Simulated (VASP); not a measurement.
```
CELL_PARAMETERS angstrom
      3.11213     0.00000     0.00000
     -1.55606     2.69518     0.00000
      0.00000     0.00000     5.44798
ATOMIC_POSITIONS crystal
  Ru 0.33333 0.66667 0.00706
  Ru 0.66667 0.33333 0.50706
  N  0.33333 0.66667 0.36794
  N  0.66667 0.33333 0.86794
```

Computed with PBEsol GGA, VASP's PBE PAW potentials (set 64) (plane waves; VASP). Numerical set-up: 520 eV cut-off, Gaussian smearing of 0.050 eV, potentials Ru_pv N.

Q: Give the energies of bands 9 to 22 at the high-symmetry points, in eV from the Fermi level.

A: 
```
band      Γ      M      K      A      L      H
----  -----  -----  -----  -----  -----  -----
9     -7.50  -7.61  -7.62  -7.63  -7.70  -6.88
10    -6.96  -7.13  -6.02  -7.63  -7.70  -6.88
11    -6.94  -6.52  -6.02  -6.65  -5.80  -6.87
12    -6.94  -6.09  -5.86  -6.65  -5.80  -6.87
13    -6.27  -5.44  -5.44  -6.65  -5.78  -4.93
14    -6.27  -4.79  -5.44  -6.65  -5.78  -4.93
15    -2.24  -2.91  -3.04  -1.58  -1.62  -2.70
16    -2.24  -1.74  -2.43  -1.58  -1.62  -2.70
17    -1.07  -0.80  -2.43  -1.58  -0.74  -0.87
18    -1.07  -0.55  -2.32  -1.58  -0.74  -0.87
19    -0.92  -0.53  -0.29   1.48  -0.32   0.20
20     1.25  -0.38   1.56   1.48  -0.32   0.20
21     2.54   0.69   1.56   3.51   1.40   0.86
22     2.54   0.78   1.71   3.51   1.40   0.86
```

It has no gap at this level: it comes out as a metal or semimetal.

The structure was generated: RuN was put into the wurtzite type (P6_3mc), which need not be its known phase. It was relaxed first, which changed the volume by -27 %.
